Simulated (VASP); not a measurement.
These are PBEsol GGA, VASP's PBE PAW potentials (set 64) (plane waves; VASP) values and carry that method's errors.

VASP input:

INCAR:
```
SYSTEM = BaTiO3
LORBIT = 11   # lm-projected
ENCUT = 520   # plane-wave cut-off (eV)
ISMEAR = -5   # tetrahedra, Bloechl
LWAVE = .False.
EDIFF = 1E-7
LREAL = .False.
ALGO = Normal
PREC = Accurate
NEDOS = 601
ISIF = 2   # forces and stress, cell fixed
GGA = PS
LASPH = .True.
NELM = 100   # most electronic steps
LMAXMIX = 4   # l cut-off of mixed one-centre charges
LCHARG = .True.
```

File POSCAR:
```
BaTiO3
3.9567380
  0.9999999274   0.0000000000   0.0000000000
  0.0000000000   0.7182081988   0.7215844966
  0.0000000000  -0.7182081988   0.7215844966
Ba Ti O
1 1 3
Direct
  0.0000000000   0.0040722077   0.0040722077
  0.5000000000   0.5178496495   0.5178496495
  0.5000000000   0.9800500621   0.4905255947
  0.5000000000   0.4905255947   0.9800500621
  0.0000000000   0.4873924861   0.4873924861
```

### KPOINTS
```
Regular mesh
0
gamma
  6 6 6
```

POTCAR, in this order: Ba_sv Ti_sv O (PBE.64 set). Program: vasp_std.

Unless said otherwise, spin-orbit coupling is left out, though it shifts the bands of the heavy elements here.

Question: What does the run give for the energy per atom (σ→0), band gap (on the k-mesh)?

Answer: 
energy per atom (σ→0): -8.401 eV/atom
band gap (on the k-mesh): 2.11 eV

### OSZICAR
```
...
DAV:  10    -0.420092720600E+02    0.75986E-02   -0.85424E-02  3424   0.268E+00    0.481E-01
DAV:  11    -0.420071282777E+02    0.21438E-02   -0.20175E-02  3688   0.102E+00    0.127E-01
DAV:  12    -0.420069187378E+02    0.20954E-03   -0.23116E-03  3144   0.456E-01    0.414E-02
DAV:  13    -0.420069443366E+02   -0.25599E-04   -0.19551E-04  3800   0.136E-01    0.452E-02
DAV:  14    -0.420069171911E+02    0.27146E-04   -0.15105E-04  3568   0.940E-02    0.678E-03
DAV:  15    -0.420069176629E+02   -0.47180E-06   -0.53538E-06  3072   0.196E-02    0.702E-03
DAV:  16    -0.420069175974E+02    0.65488E-07   -0.27261E-07  2664   0.411E-03
   1 F= -.42006918E+02 E0= -.42006918E+02  d E =0.000000E+00
```

The structure comes from a computed database's BaTiO3 entry (Amm2); how it stands against other phases isn't given here. It was relaxed first.
